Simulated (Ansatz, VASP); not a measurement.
**Al2O3 (Corundum) in two plane-wave programs**

Aim: how closely do two programs agree when they are given the same cell, functional and k mesh? The cell is taken from a series of runs on this material, whose earlier steps may have relaxed, scaled, displaced or heated it; both programs get it as it stands.

Calculated with Ansatz 0.2.0; plane waves, with VASP 6.6.1 beside it; PBE.

## 1. The structure

Symmetry: R-3c, No. 167, trigonal system. The conventional cell has a = 4.808 Å, b = 4.808 Å, c = 13.121 Å, α = 90.00°, β = 90.00°, γ = 120.00°. Nearest to Al lie 6 O at 1.87 to 1.99 Å. O has 4 Al at 1.87 to 1.99 Å nearest. Farther neighbours and most contacts between anions are not listed.

As a file:

```cif
data_structure
_symmetry_space_group_name_H-M 'P 1'
_symmetry_Int_Tables_number 1
_cell_length_a 5.1803
_cell_length_b 5.1803
_cell_length_c 5.1803
_cell_angle_alpha 55.299
_cell_angle_beta 55.299
_cell_angle_gamma 55.299
_cell_volume 87.56
loop_
_atom_site_label
_atom_site_type_symbol
_atom_site_fract_x
_atom_site_fract_y
_atom_site_fract_z
_atom_site_occupancy
Al1 Al 0.35212 0.35212 0.35213 1
Al2 Al 0.14787 0.14787 0.14787 1
Al3 Al 0.64787 0.64787 0.64787 1
Al4 Al 0.85212 0.85212 0.85213 1
O5 O 0.55616 0.94384 0.25000 1
O6 O 0.25000 0.55616 0.94384 1
O7 O 0.94384 0.25000 0.55616 1
O8 O 0.44384 0.05616 0.75000 1
O9 O 0.75000 0.44384 0.05616 1
O10 O 0.05616 0.75000 0.44384 1
```

## 2. VASP: relaxation of cell and atoms, PBE

The relaxed volume is the usual yardstick between codes: in a stiff, nearly cubic crystal its relative difference is about their pressure difference at one cell divided by the bulk modulus.

Lines of VASP's logs that name or quote its potential files are left out, and so is its time.

INCAR reads:

```
SYSTEM = Al2O3
PREC = Accurate
ENCUT = 600
EDIFF = 1E-07
NELM = 120
ISMEAR = 0
SIGMA = 0.01
LREAL = .FALSE.
ALGO = Normal
GGA = PE
NBANDS = 34
LORBIT = 11
LWAVE = .FALSE.
LCHARG = .FALSE.
ISIF = 3
IBRION = 2
NSW = 80
EDIFFG = -0.005
LASPH = .TRUE.
GGA_COMPAT = .FALSE.
NELMIN = 4
EFERMI = MIDGAP
KPAR = 2
```

POSCAR reads:

```
Al2O3
1.0
    2.4039960000      1.3879480000      4.3738270000
   -2.4039960000      1.3879480000      4.3738270000
    0.0000000000     -2.7758950000      4.3738270000
Al O
4 6
Direct
    0.3521249114      0.3521249114      0.3521250383
    0.1478748348      0.1478748348      0.1478749617
    0.6478748348      0.6478748348      0.6478749617
    0.8521249114      0.8521249114      0.8521250383
    0.5561569384      0.9438428078      0.2500000000
    0.2499998731      0.5561569384      0.9438429347
    0.9438428078      0.2499998731      0.5561570653
    0.4438428078      0.0561569384      0.7500000000
    0.7499998731      0.4438428078      0.0561570653
    0.0561569384      0.7499998731      0.4438429347
```

KPOINTS reads:

```
Automatic mesh
0
Gamma
6 6 6
0 0 0
```

Potentials, in the order of the species: Al and O (PBE family, release 64).

Run with:

```bash
$ mpirun -np 2 vasp_std
```

Numbers of over 12 decimals in the logs are rounded to 6 here.

What it wrote:

```text
[banner, memory and clock lines left out]
running    2 mpi-ranks, on    1 nodes
 distrk:  each k-point on    1 cores,    2 groups
 distr:  one band on    1 cores,    1 groups

 POSCAR found type information on POSCAR AlO
 POSCAR found :  2 types and      10 ions
 LDA part: xc-table for (Slater+PW92), standard interpolation
 POSCAR, INCAR and KPOINTS ok, starting setup
 FFT: planning ... GRIDC
 FFT: planning ... GRID_SOFT
 FFT: planning ... GRID
 WAVECAR not read
 entering main loop
       N       E                     dE             d eps       ncg     rms          rms(c)
DAV:   1     0.256259063023E+03    0.25626E+03   -0.27568E+04  2176   0.151E+03
DAV:   2    -0.680881374859E+02   -0.32435E+03   -0.31399E+03  2774   0.308E+02
DAV:   3    -0.826755357432E+02   -0.14587E+02   -0.14538E+02  2808   0.669E+01
DAV:   4    -0.827947391378E+02   -0.11920E+00   -0.11914E+00  2696   0.693E+00
DAV:   5    -0.827962081885E+02   -0.14691E-02   -0.14687E-02  2736   0.771E-01    0.174E+01
DAV:   6    -0.747683859289E+02    0.80278E+01   -0.29898E+01  2648   0.292E+01    0.592E+00
DAV:   7    -0.748108419926E+02   -0.42456E-01   -0.81839E-01  2644   0.457E+00    0.327E+00
DAV:   8    -0.748275879132E+02   -0.16746E-01   -0.87686E-02  2572   0.233E+00    0.680E-01
DAV:   9    -0.748316365156E+02   -0.40486E-02   -0.20663E-02  2758   0.791E-01    0.310E-01
DAV:  10    -0.748323233643E+02   -0.68685E-03   -0.85897E-04  2524   0.179E-01    0.723E-02
DAV:  11    -0.748322790892E+02    0.44275E-04   -0.39120E-04  2706   0.112E-01    0.227E-02
DAV:  12    -0.748322820725E+02   -0.29834E-05   -0.23636E-05  2592   0.294E-02    0.622E-03
DAV:  13    -0.748322814543E+02    0.61825E-06   -0.42795E-06  2716   0.115E-02    0.129E-03
DAV:  14    -0.748322813279E+02    0.12640E-06   -0.19164E-07  2042   0.274E-03    0.758E-04
DAV:  15    -0.748322814038E+02   -0.75913E-07   -0.20137E-08  1588   0.914E-04
   1 F= -.74832281E+02 E0= -.74832281E+02  d E =-.748323E+02
 curvature:   0.00 expect dE= 0.000E+00 dE for cont linesearch  0.000E+00
 trial: gam= 0.00000 g(F)=  0.116E-04 g(S)=  0.605E-03 ort = 0.000E+00 (trialstep = 0.100E+01)
 search vector abs. value=  0.617E-03
 bond charge predicted
       N       E                     dE             d eps       ncg     rms          rms(c)
DAV:   1    -0.748346852590E+02   -0.24039E-02   -0.47834E-02  2546   0.147E+00    0.368E-01
DAV:   2    -0.748323802335E+02    0.23050E-02   -0.89076E-03  2532   0.533E-01    0.549E-02
DAV:   3    -0.748323572960E+02    0.22937E-04   -0.19553E-04  2516   0.795E-02    0.234E-02
DAV:   4    -0.748323447128E+02    0.12583E-04   -0.15904E-05  2638   0.263E-02    0.710E-03
DAV:   5    -0.748323448995E+02   -0.18672E-06   -0.23797E-06  2722   0.858E-03    0.140E-03
DAV:   6    -0.748323454767E+02   -0.57716E-06   -0.40526E-08  1528   0.133E-03    0.351E-04
DAV:   7    -0.748323455879E+02   -0.11116E-06   -0.88399E-09  1264   0.562E-04    0.814E-05
DAV:   8    -0.748323456072E+02   -0.19284E-07   -0.98860E-10  1234   0.209E-04
   2 F= -.74832346E+02 E0= -.74832346E+02  d E =-.642034E-04
 trial-energy change:   -0.000064  1 .order   -0.000059   -0.000617    0.000498
 step:   0.5596(harm=  0.5534)  dis= 0.00021  next Energy=   -74.832455 (dE=-0.173E-03)
 bond charge predicted
       N       E                     dE             d eps       ncg     rms          rms(c)
DAV:   1    -0.748329133223E+02   -0.56773E-03   -0.92746E-03  2544   0.645E-01    0.162E-01
DAV:   2    -0.748324627827E+02    0.45054E-03   -0.17352E-03  2538   0.235E-01    0.240E-02
DAV:   3    -0.748324585755E+02    0.42072E-05   -0.37519E-05  2514   0.349E-02    0.103E-02
DAV:   4    -0.748324555953E+02    0.29802E-05   -0.30681E-06  2622   0.115E-02    0.313E-03
DAV:   5    -0.748324551732E+02    0.42217E-06   -0.45731E-07  2682   0.376E-03    0.612E-04
DAV:   6    -0.748324549250E+02    0.24815E-06   -0.77811E-09  1250   0.583E-04    0.157E-04
DAV:   7    -0.748324548759E+02    0.49087E-07   -0.16953E-09  1222   0.246E-04
   3 F= -.74832455E+02 E0= -.74832455E+02  d E =-.173472E-03
 curvature:  -0.28 expect dE=-0.165E-05 dE for cont linesearch -0.130E-07
 trial: gam= 0.01838 g(F)=  0.334E-05 g(S)=  0.261E-05 ort =-0.539E-05 (trialstep = 0.912E+00)
 search vector abs. value=  0.596E-05
 reached required accuracy - stopping structural energy minimisation
```

From OUTCAR (step 2):

```text
ion  position               nearest neighbor table
   1  0.352  0.352  0.352-   8 1.87   9 1.87  10 1.87   6 1.99   5 1.99   7 1.99   2 2.68   3 2.82
                             3 2.82   3 2.82   2 3.25   2 3.25   2 3.25
   2  0.148  0.148  0.148-   8 1.87  10 1.87   9 1.87   7 1.99   5 1.99   6 1.99   1 2.68   4 2.82
                             4 2.82   4 2.82   1 3.25   1 3.25   1 3.25
   3  0.648  0.648  0.648-   5 1.87   6 1.87   7 1.87   9 1.99   8 1.99  10 1.99   4 2.68   1 2.82
                             1 2.82   1 2.82   4 3.25   4 3.25   4 3.25
   4  0.852  0.852  0.852-   5 1.87   7 1.87   6 1.87  10 1.99   8 1.99   9 1.99   3 2.68   2 2.82
                             2 2.82   2 2.82   3 3.25   3 3.25   3 3.25
   5  0.556  0.944  0.250-   3 1.87   4 1.87   1 1.99   2 1.99
   6  0.250  0.556  0.944-   3 1.87   4 1.87   1 1.99   2 1.99
   7  0.944  0.250  0.556-   4 1.87   3 1.87   2 1.99   1 1.99
   8  0.444  0.056  0.750-   2 1.87   1 1.87   4 1.99   3 1.99
   9  0.750  0.444  0.056-   1 1.87   2 1.87   3 1.99   4 1.99
  10  0.056  0.750  0.444-   2 1.87   1 1.87   4 1.99   3 1.99

  LATTYP: Found a trigonal (rhomboedric) cell.
 ALAT       =     5.1803435257
 COS(alpha) =     0.5692945605

 Subroutine GETGRP returns: Found 12 space group operations
 (whereof  6 operations were pure point group operations)

The static configuration has the point symmetry S_6 .
 The point group associated with its full space group is D_3d.

 Found     32 irreducible k-points:

   k-points           NKPTS =     32   k-points in BZ     NKDIM =     32   number of bands    NBANDS=     34

   dimension x,y,z NGX =    42 NGY =   42 NGZ =   42
   dimension x,y,z NGXF=    84 NGYF=   84 NGZF=   84

   ENCUT  =  600.0 eV  44.10 Ry    6.64 a.u.  10.35 10.35 10.35*2*pi/ulx,y,z

   NELECT =      48.0000    total number of electrons

 k-points in reciprocal lattice and weights: Automatic mesh
   0.00000000  0.00000000  0.00000000       0.005
   0.16666667  0.00000000  0.00000000       0.028
   0.33333333  0.00000000  0.00000000       0.028
   0.50000000 -0.00000000 -0.00000000       0.014
   0.16666667  0.16666667  0.00000000       0.028
   0.33333333  0.16666667  0.00000000       0.056
   0.50000000  0.16666667  0.00000000       0.056
  -0.33333333  0.16666667 -0.00000000       0.056
  -0.16666667  0.16666667  0.00000000       0.028
[...]
-0.33333333  0.50000000  0.33333333       0.028
   0.50000000  0.50000000  0.50000000       0.005

 average (electrostatic) potential at core
       1 -71.8824       2 -71.8824       3 -71.8824       4 -71.8824       5 -67.3420
       6 -67.3420       7 -67.3420       8 -67.3420       9 -67.3420      10 -67.3420

 E-fermi :   8.7577

 k-point     1 :       0.0000    0.0000    0.0000
  band No.  band energies     occupation
    ...
     20       5.3598      2.00000
     21       5.3598      2.00000
     22       5.7884      2.00000
     23       5.7884      2.00000
     24       5.8204      2.00000
     25      11.6950      0.00000
     26      14.7408      0.00000
     27      16.2121      0.00000
     28      17.1080      0.00000
     29      17.1080      0.00000
    ...

 k-point     2 :       0.1667    0.0000    0.0000
  band No.  band energies     occupation
    ...
     20       4.9790      2.00000
     21       5.1746      2.00000
     22       5.4948      2.00000
     23       5.7526      2.00000
     24       5.7778      2.00000
     25      12.3306      0.00000
     26      15.2377      0.00000
     27      15.8159      0.00000
     28      16.7917      0.00000
     29      16.8071      0.00000
    ...

 k-point     3 :       0.3333    0.0000    0.0000
  band No.  band energies     occupation
    ...
     20       4.4983      2.00000
     21       5.0158      2.00000
     22       5.3037      2.00000
     23       5.6140      2.00000
     24       5.6527      2.00000
     25      13.6474      0.00000
     26      15.3432      0.00000
     27      15.7235      0.00000
     28      16.0356      0.00000
     29      16.5223      0.00000
    ...

  Total        0.0131128      0.0131128     -0.0140171      0.0000000     -0.0000000      0.0000000
  in kB        0.2403280      0.2403280     -0.2569031      0.0000000     -0.0000000      0.0000000
  external PRESSURE =       0.0745843 kB  Pullay stress =       0.0000000 kB

  energy-cutoff  :      600.00
  volume of cell :       87.42
      direct lattice vectors                 reciprocal lattice vectors
     2.402689353  1.387193607  4.371339138     0.208100144  0.120146680  0.076254274
    -2.402689353  1.387193607  4.371339138    -0.208100144  0.120146680  0.076254274
    -0.000000000 -2.774386215  4.371339138     0.000000000 -0.240293360  0.076254302

 POSITION                                       TOTAL-FORCE (eV/Angst)
 -----------------------------------------------------------------------------------
     -0.00000     -0.00000      4.61798        -0.000000      0.000000      0.003709
     -0.00000     -0.00000      1.93903        -0.000000     -0.000000     -0.003709
     -0.00000      0.00000      8.49603        -0.000000     -0.000000     -0.003709
     -0.00000      0.00000     11.17499        -0.000000      0.000000      0.003709
     -0.93147      1.38719      7.64984         0.001542      0.000000      0.000000
     -0.73561     -1.50027      7.64984        -0.000771      0.001336     -0.000000
      1.66708      0.11308      7.64984        -0.000771     -0.001336      0.000000
      0.93147     -1.38719      5.46417        -0.001542      0.000000      0.000000
      0.73561      1.50027      5.46417         0.000771     -0.001336      0.000000
     -1.66708     -0.11308      5.46417         0.000771      0.001336     -0.000000
 -----------------------------------------------------------------------------------
    total drift:                                0.000588      0.001198      0.003817

  FREE ENERGIE OF THE ION-ELECTRON SYSTEM (eV)
  ---------------------------------------------------
  free  energy   TOTEN  =       -74.8324548759 eV

  energy  without entropy=      -74.8324548759  energy(sigma->0) =      -74.83245488

 reached required accuracy - stopping structural energy minimisation

 total charge
# of ion       s       p       d       tot
------------------------------------------
    1        0.307   0.387   0.000   0.694
    2        0.307   0.387   0.000   0.694
    3        0.307   0.387   0.000   0.694
    4        0.307   0.387   0.000   0.694
    5        1.543   3.628   0.000   5.172
    6        1.543   3.628   0.000   5.172
    7        1.543   3.628   0.000   5.172
    8        1.543   3.628   0.000   5.172
    9        1.543   3.628   0.000   5.172
   10        1.543   3.628   0.000   5.172
--------------------------------------------------
tot         10.487  23.319   0.000  33.805

[... 3 further parts left out ...]
```

CONTCAR:

```
Al2O3
   1.00000000000000
     2.4026893529149831    1.3871936066988273    4.3713391382879436
    -2.4026893529149831    1.3871936066988273    4.3713391382879436
    -0.0000000000000000   -2.7743862145099918    4.3713391384684428
  Al              O
     4     6
Direct
     0.3521407304623569    0.3521407304623569    0.3521408573623664
     0.1478590157376399    0.1478590157376399    0.1478591426376336
     0.6478590157376398    0.6478590157376398    0.6478591426376336
     0.8521407304623569    0.8521407304623569    0.8521408573623664
     0.5561610903829592    0.9438386558170446    0.2500000000000000
     0.2499998731000020    0.5561610903829594    0.9438387827170422
     0.9438386558170445    0.2499998731000019    0.5561612172829578
     0.4438386558170446    0.0561610903829593    0.7500000000000000
     0.7499998731000018    0.4438386558170445    0.0561612172829578
     0.0561610903829594    0.7499998731000020    0.4438387827170422
```

The run keeps the 12 symmetry operations of its start, so it cannot find a distortion of lower symmetry.

(Part 1 of 2 ends here.)

[Lines on the potential files, build, host, timing and source positions are cut from VASP's logs without a mark.]

[Logs are printed without paths, hosts, clocks, repeated set-up lines and the standing remarks that a program may print on its own settings, such as how far it seeks lower states.]

[Hosts, paths, dates, database ids (printed as entryN), source tags and the programs' standing remarks are cut or masked in the printed files.]
